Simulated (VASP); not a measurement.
OSZICAR of a VASP run on AuZn (CsCl type):

File OSZICAR:
```
       N       E                     dE             d eps       ncg     rms          rms(c)
DAV:   1     0.109817526055E+03    0.10982E+03   -0.10143E+04  6663   0.167E+03
DAV:   2    -0.187076556880E+01   -0.11169E+03   -0.10816E+03  6781   0.304E+02
DAV:   3    -0.515465418152E+01   -0.32839E+01   -0.32721E+01  7943   0.626E+01
DAV:   4    -0.517339169241E+01   -0.18738E-01   -0.18737E-01  7411   0.412E+00
DAV:   5    -0.517362085651E+01   -0.22916E-03   -0.22916E-03  8209   0.465E-01    0.885E+00
DAV:   6    -0.474704799647E+01    0.42657E+00   -0.14444E+00  6634   0.143E+01    0.558E+00
DAV:   7    -0.471998439970E+01    0.27064E-01   -0.37385E-02  8760   0.432E+00    0.292E+00
DAV:   8    -0.471171871140E+01    0.82657E-02   -0.94677E-03  7629   0.114E+00    0.139E-01
DAV:   9    -0.471173421001E+01   -0.15499E-04   -0.32971E-04  7473   0.257E-01    0.706E-02
DAV:  10    -0.471174529191E+01   -0.11082E-04   -0.40253E-05  8111   0.100E-01    0.169E-02
DAV:  11    -0.471174574870E+01   -0.45679E-06   -0.81640E-06  7859   0.665E-02    0.419E-03
DAV:  12    -0.471174562579E+01    0.12291E-06   -0.36811E-07  8368   0.171E-02    0.223E-03
DAV:  13    -0.471174555672E+01    0.69069E-07   -0.38628E-08  6716   0.264E-03    0.598E-04
DAV:  14    -0.471174554226E+01    0.14458E-07   -0.10910E-08  3611   0.356E-03    0.194E-04
DAV:  15    -0.471174553486E+01    0.74065E-08   -0.13487E-09  3527   0.393E-04
   1 F= -.47117455E+01 E0= -.47117121E+01  d E =-.100404E-03
```

Which electronic solver shows in the log?

It is blocked Davidson (ALGO = Normal, or the opening steps of other solvers). The INCAR had ALGO = Normal.

Can the final energy be trusted as converged?

Self-consistency was reached. It stopped with EDIFF = 1E-8, NELM = 100 (PBE GGA, plane waves, VASP's PBE PAW potentials (set 64)).

The compound is AuZn in the CsCl type structure. The cell was not relaxed at this level, atoms are displaced from their ideal sites. The run is one of a series of settings (EDIFF = 1E-8 against the base run), some of them coarse on purpose. The electron count is odd and the run is not spin-polarised, which forces a metal.
